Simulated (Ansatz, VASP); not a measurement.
# TiAl3 in two plane-wave programs

One calculation is typed for both programs; each brings its own data sets. How far apart do they land? The cell is taken from a series of runs on this material, whose earlier steps may have relaxed, scaled, displaced or heated it; both programs get it as it stands.

Program: Ansatz 0.2.0. Level of theory: plane waves, with VASP 6.6.1 beside it; zone-centre phonons at LDA. Results are calculated unless marked as measured.

## 1. The structure

Symmetry: I4/mmm, No. 139, tetragonal system. The conventional cell has a = 3.778 Å, b = 3.778 Å, c = 8.485 Å, α = 90.00°, β = 90.00°, γ = 90.00°. Al has 4 Ti at 2.67 Å and 8 Al at 2.84 Å nearest. Al has 8 Al at 2.67 to 2.84 Å and 4 Ti at 2.84 Å nearest. Nearest to Ti lie 12 Al at 2.67 to 2.84 Å. Farther neighbours are not listed.

Structure file:

```
Al Ti
1.0
    -1.88906    1.88906    4.24263
     1.88906   -1.88906    4.24263
     1.88906    1.88906   -4.24263
Al Ti
3 1
Direct
  0.50000 0.50000 0.00000
  0.75000 0.25000 0.50000
  0.25000 0.75000 0.50000
  0.00000 0.00000 0.00000
```

## 2. VASP: zone-centre phonons, LDA

Second derivatives magnify differences that forces hide, and they need a tight electronic threshold.

Lines of VASP's logs that name or quote its potential files are left out, and so is its time.

INCAR

```
SYSTEM = TiAl3
PREC = Accurate
ENCUT = 500
EDIFF = 1E-08
NELM = 120
ISMEAR = 1
SIGMA = 0.2
LREAL = .FALSE.
ALGO = Normal
GGA = CA
NBANDS = 16
LASPH = .TRUE.
LORBIT = 11
LWAVE = .FALSE.
LCHARG = .FALSE.
ISIF = 2
IBRION = 8
GGA_COMPAT = .FALSE.
KPAR = 2
```

POSCAR

```
TiAl3
1.0
   -1.8890607568      1.8890607568      4.2426347986
    1.8890607568     -1.8890607568      4.2426347986
    1.8890607568      1.8890607568     -4.2426347986
Al Ti
3 1
Direct
    0.5000000000      0.5000000000      0.0000000000
    0.7500000000      0.2500000000      0.5000000000
    0.2500000000      0.7500000000      0.5000000000
    0.0000000000      0.0000000000      0.0000000000
```

KPOINTS

```
Automatic mesh
0
Gamma
16 16 16
0 0 0
```

PAW data sets: Al and Ti_sv (LDA family, release 64).

The run is started by

```console
mpirun -np 2 vasp_std
```

Numbers of over 12 decimals in the logs are rounded to 6 here.

The program printed:

```text
[banner, memory and clock lines left out]
running    2 mpi-ranks, on    1 nodes
 distrk:  each k-point on    1 cores,    2 groups
 distr:  one band on    1 cores,    1 groups

 POSCAR found type information on POSCAR AlTi
 POSCAR found :  2 types and       4 ions
 LDA part: xc-table for (Slater(with rela. corr.)+CA(PZ))
 , standard interpolation
 POSCAR, INCAR and KPOINTS ok, starting setup
 FFT: planning ... GRIDC
 FFT: planning ... GRID_SOFT
 FFT: planning ... GRID
 WAVECAR not read
 entering main loop
       N       E                     dE             d eps       ncg     rms          rms(c)
DAV:   1     0.114757494729E+03    0.11476E+03   -0.92056E+03 11168   0.118E+03
DAV:   2    -0.163997074120E+02   -0.13116E+03   -0.12910E+03 11464   0.307E+02
DAV:   3    -0.245454236835E+02   -0.81457E+01   -0.79901E+01 18960   0.681E+01
DAV:   4    -0.247118743538E+02   -0.16645E+00   -0.16631E+00 12656   0.979E+00
DAV:   5    -0.247184920698E+02   -0.66177E-02   -0.66175E-02 18520   0.180E+00    0.111E+01
DAV:   6    -0.235346074949E+02    0.11839E+01   -0.26229E+01 16856   0.383E+01    0.644E+00
DAV:   7    -0.228715844504E+02    0.66302E+00   -0.80622E+00 14616   0.212E+01    0.309E+00
DAV:   8    -0.228321635516E+02    0.39421E-01   -0.11395E+00 14264   0.843E+00    0.153E+00
DAV:   9    -0.227943254830E+02    0.37838E-01   -0.33298E-01 15080   0.461E+00    0.228E-01
DAV:  10    -0.227958081005E+02   -0.14826E-02   -0.80794E-03 14192   0.696E-01    0.284E-01
DAV:  11    -0.227942790878E+02    0.15290E-02   -0.77203E-03 16488   0.602E-01    0.521E-02
DAV:  12    -0.227942681743E+02    0.10914E-04   -0.24470E-04 15248   0.120E-01    0.318E-02
DAV:  13    -0.227942685437E+02   -0.36945E-06   -0.41445E-06 12600   0.161E-02    0.317E-02
DAV:  14    -0.227942712001E+02   -0.26564E-05   -0.10477E-05 15184   0.245E-02    0.229E-02
DAV:  15    -0.227942686971E+02    0.25030E-05   -0.10417E-05 14536   0.278E-02    0.167E-02
DAV:  16    -0.227942684434E+02    0.25378E-06   -0.33857E-07 14656   0.419E-03    0.161E-02
DAV:  17    -0.227942678345E+02    0.60883E-06   -0.51662E-07 14264   0.615E-03    0.990E-03
DAV:  18    -0.227942675561E+02    0.27842E-06   -0.45746E-07 14840   0.558E-03    0.441E-03
DAV:  19    -0.227942675120E+02    0.44129E-07   -0.60218E-08 14656   0.190E-03    0.270E-03
DAV:  20    -0.227942674846E+02    0.27413E-07   -0.10933E-07 14496   0.269E-03    0.115E-04
DAV:  21    -0.227942674846E+02   -0.39563E-10   -0.39067E-09  6544   0.481E-04
   1 F= -.22794267E+02 E0= -.22794619E+02  d E =0.105325E-02
 Linear response reoptimize wavefunctions to high precision
DAV:   1    -0.227942674846E+02    0.63665E-11   -0.94809E-10  7928   0.223E-04
 Linear response DOF=           6
 Linear response progress:
  Degree of freedom:   1/  6
       N       E                     dE             d eps       ncg     rms          rms(c)
RMM:   1    -0.892117389320E-02   -0.89212E-02    0.23526E-03 36578   0.132E+00
RMM:   2    -0.736187448828E-02    0.15593E-02   -0.18245E-03 39521   0.252E-01    0.469E-02
RMM:   3    -0.739769380571E-02   -0.35819E-04   -0.36658E-04 43179   0.112E-01    0.252E-02
RMM:   4    -0.751005934901E-02   -0.11237E-03   -0.11759E-04 43329   0.566E-02    0.733E-03
RMM:   5    -0.752015832212E-02   -0.10099E-04   -0.14567E-05 47256   0.214E-02    0.330E-03
RMM:   6    -0.752882402665E-02   -0.86657E-05   -0.25231E-06 50100   0.846E-03    0.892E-04
RMM:   7    -0.752945593959E-02   -0.63191E-06   -0.37869E-07 48302   0.320E-03    0.437E-04
RMM:   8    -0.752952789810E-02   -0.71959E-07   -0.10987E-07 46728   0.168E-03    0.172E-04
RMM:   9    -0.752968699239E-02   -0.15909E-06   -0.30803E-08 51287   0.673E-04    0.748E-05
RMM:  10    -0.752967797291E-02    0.90195E-08   -0.64674E-09 50182   0.321E-04    0.236E-05
 first order change of Fermi-energy   0.20769E-03
 force on displaced ion       1 direction 1 :  -8.847   0.000   0.000
 Linear response progress:
  Degree of freedom:   2/  6
       N       E                     dE             d eps       ncg     rms          rms(c)
RMM:   1    -0.109298842412E-01   -0.10930E-01    0.70650E-03 26401   0.724E-01
RMM:   2    -0.831935468739E-02    0.26105E-02   -0.15563E-03 23539   0.198E-01    0.477E-02
RMM:   3    -0.826038252383E-02    0.58972E-04   -0.54374E-04 23874   0.100E-01    0.217E-02
RMM:   4    -0.830527118855E-02   -0.44889E-04   -0.16130E-04 24339   0.510E-02    0.746E-03
RMM:   5    -0.829952285800E-02    0.57483E-05   -0.19411E-05 25327   0.203E-02    0.246E-03
RMM:   6    -0.830379135849E-02   -0.42685E-05   -0.45592E-06 26777   0.796E-03    0.637E-04
RMM:   7    -0.830227873713E-02    0.15126E-05   -0.99268E-07 26860   0.341E-03    0.285E-04
RMM:   8    -0.830166310922E-02    0.61563E-06   -0.33439E-07 27725   0.153E-03    0.132E-04
RMM:   9    -0.830183206570E-02   -0.16896E-06    0.29660E-09 28049   0.674E-04    0.303E-05
RMM:  10    -0.830185402960E-02   -0.21964E-07    0.54562E-09 29210   0.307E-04    0.279E-05
RMM:  11    -0.830187955437E-02   -0.25525E-07    0.25554E-08 28047   0.158E-04    0.951E-06
RMM:  12    -0.830186361364E-02    0.15941E-07    0.14235E-08 28657   0.814E-05    0.548E-06
RMM:  13    -0.830186267774E-02    0.93590E-09    0.18769E-08 28231   0.414E-05    0.281E-06
 first order change of Fermi-energy   0.24527E-03
 force on displaced ion       1 direction 3 :   0.000   0.000  -4.330
[...]
RMM:  10    -0.739811799221E-02    0.44297E-07    0.42416E-08 89861   0.241E-04    0.116E-05
RMM:  11    -0.739817641366E-02   -0.58421E-07    0.81733E-08 90657   0.125E-04    0.808E-06
RMM:  12    -0.739815569296E-02    0.20721E-07    0.32504E-08 90747   0.702E-05    0.252E-06
RMM:  13    -0.739815262525E-02    0.30677E-08    0.36416E-08 93160   0.408E-05    0.100E-06
 first order change of Fermi-energy  -0.76768E-06
 force on displaced ion       2 direction 1 :  -7.584  -0.000  -0.000
 Linear response progress:
  Degree of freedom:   4/  6
       N       E                     dE             d eps       ncg     rms          rms(c)
RMM:   1    -0.114858169096E-01   -0.11486E-01    0.30885E-03 41956   0.121E+00
RMM:   2    -0.869652639532E-02    0.27893E-02   -0.17272E-03 41631   0.264E-01    0.586E-02
RMM:   3    -0.863930848188E-02    0.57218E-04   -0.59051E-04 42485   0.136E-01    0.278E-02
RMM:   4    -0.872129795536E-02   -0.81989E-04   -0.19777E-04 44936   0.726E-02    0.979E-03
RMM:   5    -0.872629354507E-02   -0.49956E-05   -0.24908E-05 47870   0.284E-02    0.359E-03
RMM:   6    -0.873591094771E-02   -0.96174E-05   -0.49055E-06 50586   0.119E-02    0.139E-03
RMM:   7    -0.873523986824E-02    0.67108E-06   -0.84843E-07 49427   0.458E-03    0.649E-04
RMM:   8    -0.873466994812E-02    0.56992E-06   -0.21041E-07 48727   0.216E-03    0.274E-04
RMM:   9    -0.873498163208E-02   -0.31168E-06   -0.61797E-08 50691   0.858E-04    0.130E-04
RMM:  10    -0.873505863124E-02   -0.76999E-07   -0.23313E-08 49983   0.403E-04    0.283E-05
RMM:  11    -0.873504977362E-02    0.88576E-08   -0.18202E-08 52877   0.168E-04    0.887E-06
 first order change of Fermi-energy  -0.30741E-03
 force on displaced ion       2 direction 3 :  -0.000  -0.000  -6.610
 Linear response progress:
  Degree of freedom:   5/  6
       N       E                     dE             d eps       ncg     rms          rms(c)
RMM:   1    -0.772418570454E+00   -0.77242E+00    0.10499E+01 20053   0.136E+02
RMM:   2    -0.684423719758E+00    0.87995E-01   -0.53318E-01 34344   0.585E+00    0.168E-01
RMM:   3    -0.683127135323E+00    0.12966E-02   -0.26631E-02 39628   0.127E+00    0.776E-02
RMM:   4    -0.684079010064E+00   -0.95187E-03   -0.18268E-02 46382   0.560E-01    0.373E-02
RMM:   5    -0.685595144139E+00   -0.15161E-02   -0.91307E-04 45004   0.167E-01    0.129E-02
RMM:   6    -0.685930516072E+00   -0.33537E-03   -0.23763E-04 48161   0.692E-02    0.383E-03
RMM:   7    -0.685823042887E+00    0.10747E-03   -0.39113E-05 47982   0.253E-02    0.307E-03
RMM:   8    -0.685898179906E+00   -0.75137E-04   -0.14599E-05 48222   0.124E-02    0.111E-03
RMM:   9    -0.685932581473E+00   -0.34402E-04   -0.67216E-06 49870   0.615E-03    0.154E-04
RMM:  10    -0.685926203091E+00    0.63784E-05   -0.43161E-06 52168   0.331E-03    0.199E-04
RMM:  11    -0.685932260710E+00   -0.60576E-05   -0.32123E-06 48315   0.199E-03    0.385E-05
RMM:  12    -0.685933906656E+00   -0.16459E-05   -0.25687E-06 51773   0.141E-03    0.124E-05
RMM:  13    -0.685934369660E+00   -0.46300E-06   -0.20576E-06 50600   0.107E-03    0.121E-05
RMM:  14    -0.685934651650E+00   -0.28199E-06   -0.16597E-06 48555   0.871E-04    0.983E-06
[...]
RMM:  21    -0.685934716361E+00   -0.16202E-07   -0.42171E-07 46618   0.329E-04    0.415E-06
RMM:  22    -0.685934722474E+00   -0.61131E-08   -0.35175E-07 35311   0.291E-04    0.575E-06
RMM:  23    -0.685934633480E+00    0.88994E-07   -0.29891E-07 50487   0.276E-04    0.137E-05
RMM:  24    -0.685934615689E+00    0.17791E-07   -0.25235E-07 42253   0.236E-04    0.163E-05
RMM:  25    -0.685934696048E+00   -0.80359E-07   -0.22954E-07 45920   0.218E-04    0.134E-05
RMM:  26    -0.685934723921E+00   -0.27873E-07   -0.18920E-07 44271   0.194E-04    0.116E-05
RMM:  27    -0.685934730778E+00   -0.68566E-08   -0.16615E-07 40223   0.170E-04    0.119E-05
RMM:  28    -0.685934742247E+00   -0.11469E-07   -0.14307E-07 26208   0.153E-04    0.127E-05
 first order change of Fermi-energy  -0.27994E-03
 force on displaced ion       4 direction 1 : -10.591  -0.000   0.000
 Linear response progress:
  Degree of freedom:   6/  6
       N       E                     dE             d eps       ncg     rms          rms(c)
RMM:   1    -0.721234547406E+00   -0.72123E+00    0.19916E+01 11342   0.141E+02
RMM:   2    -0.634550401940E+00    0.86684E-01   -0.58825E-01 18890   0.593E+00    0.175E-01
RMM:   3    -0.633203469843E+00    0.13469E-02   -0.28288E-02 22071   0.131E+00    0.764E-02
RMM:   4    -0.633956983760E+00   -0.75351E-03   -0.18540E-02 25363   0.557E-01    0.333E-02
RMM:   5    -0.635117272758E+00   -0.11603E-02   -0.71011E-04 25206   0.151E-01    0.129E-02
RMM:   6    -0.635541112405E+00   -0.42384E-03   -0.21887E-04 26114   0.652E-02    0.309E-03
RMM:   7    -0.635541709774E+00   -0.59737E-06   -0.37108E-05 26953   0.231E-02    0.215E-03
RMM:   8    -0.635592546390E+00   -0.50837E-04   -0.17649E-05 26021   0.119E-02    0.873E-04
RMM:   9    -0.635618939631E+00   -0.26393E-04   -0.10200E-05 27309   0.606E-03    0.288E-04
RMM:  10    -0.635609408386E+00    0.95312E-05   -0.76098E-06 27672   0.343E-03    0.897E-05
RMM:  11    -0.635610889095E+00   -0.14807E-05   -0.61218E-06 27938   0.212E-03    0.479E-05
RMM:  12    -0.635611903627E+00   -0.10145E-05   -0.51710E-06 26402   0.165E-03    0.121E-05
RMM:  13    -0.635612327517E+00   -0.42389E-06   -0.42386E-06 27677   0.135E-03    0.114E-05
RMM:  14    -0.635612380624E+00   -0.53107E-07   -0.38127E-06 29159   0.116E-03    0.193E-05
RMM:  15    -0.635612200938E+00    0.17969E-06   -0.33214E-06 27196   0.103E-03    0.263E-05
RMM:  16    -0.635612195888E+00    0.50505E-08   -0.29209E-06 25274   0.932E-04    0.287E-05
RMM:  17    -0.635612260514E+00   -0.64626E-07   -0.25246E-06 24562   0.849E-04    0.307E-05
RMM:  18    -0.635612319684E+00   -0.59170E-07   -0.21561E-06 25597   0.774E-04    0.362E-05
RMM:  19    -0.635612410103E+00   -0.90419E-07   -0.19129E-06 22403   0.715E-04    0.371E-05
RMM:  20    -0.635612449795E+00   -0.39692E-07   -0.15608E-06 24076   0.653E-04    0.400E-05
RMM:  21    -0.635612481759E+00   -0.31964E-07   -0.12953E-06 20251   0.604E-04    0.441E-05
RMM:  22    -0.635612503983E+00   -0.22224E-07   -0.11737E-06 15962   0.560E-04    0.475E-05
RMM:  23    -0.635612534550E+00   -0.30567E-07   -0.95217E-07 25272   0.526E-04    0.480E-05
 first order change of Fermi-energy   0.33942E-03
 force on displaced ion       4 direction 3 :  -0.000  -0.000  -8.046
 Linear response finished
```

[end of part 1 of 2]

[Lines on the potential files, build, host, timing and source positions are cut from VASP's logs without a mark.]

[Logs are printed without paths, hosts, clocks, repeated set-up lines and the standing remarks that a program may print on its own settings, such as how far it seeks lower states.]

[Hosts, paths, dates, database ids (printed as entryN), source tags and the programs' standing remarks are cut or masked in the printed files.]
